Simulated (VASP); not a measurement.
An input for Ansatz (written as the equivalent of a VASP run, and not itself run):

Ansatz 0.2 input:
```yaml
crystal:
  lattice:
    - [0.0000000, 2.1181676, 2.1181676]
    - [2.1181676, 0.0000000, 2.1181676]
    - [2.1181676, 2.1181676, 0.0000000]
  atoms:
    - { symbol: Mg, position: [0.0000000, 0.0000000, 0.0000000] }
    - { symbol: O, position: [0.5000000, 0.5000000, 0.5000000] }
kpoints:
  mp_grid: { grid: [11, 11, 11] }
hamiltonian:
  xc: r2scan
  pseudopotentials: { kind: paw }
scf:
  occupations: { method: gaussian, width: 0.05 }
  max_iter: 100
output: { forces: true, stress: true, eigenvalues: true }
```

**Question.** Write the VASP files for the same calculation (r2SCAN).

**Answer.** One answer among several that fit: 
INCAR:
```
ALGO=Normal
EDIFF=1E-7
ENCUT=520
ISIF=2
ISMEAR=0
LASPH=.TRUE.
LCHARG=.FALSE.
LMIXTAU=.TRUE.
LREAL=.FALSE.
LWAVE=.FALSE.
METAGGA=R2SCAN
NELM=100
PREC=Accurate
SIGMA=0.05
SYSTEM=MgO
```

**POSCAR**
```
MgO
1
    0.0000000000     2.1181676134     2.1181676134
    2.1181676134     0.0000000000     2.1181676134
    2.1181676134     2.1181676134     0.0000000000
Mg O
1 1
Direct
  0.0000000000   0.0000000000   0.0000000000
  0.5000000000   0.5000000000   0.5000000000
```

### KPOINTS
```
Automatic
0
G
 11 11 11
```

POTCAR, in this order: Mg O (PBE.64 set). Program: vasp_std.

The two are equivalent in intent, not identical: each code has its own PAW files, so the cut-off isn't converted (ENCUT is set for VASP's; basis.ecutwfc is left out, and Ansatz then takes the one that its files recommend); Ansatz stops its SCF on the density residual and VASP on the energy change (EDIFF).

The compound is MgO in the rock salt structure. This cell is one point of a volume scan, at 1.03 of the reference volume.
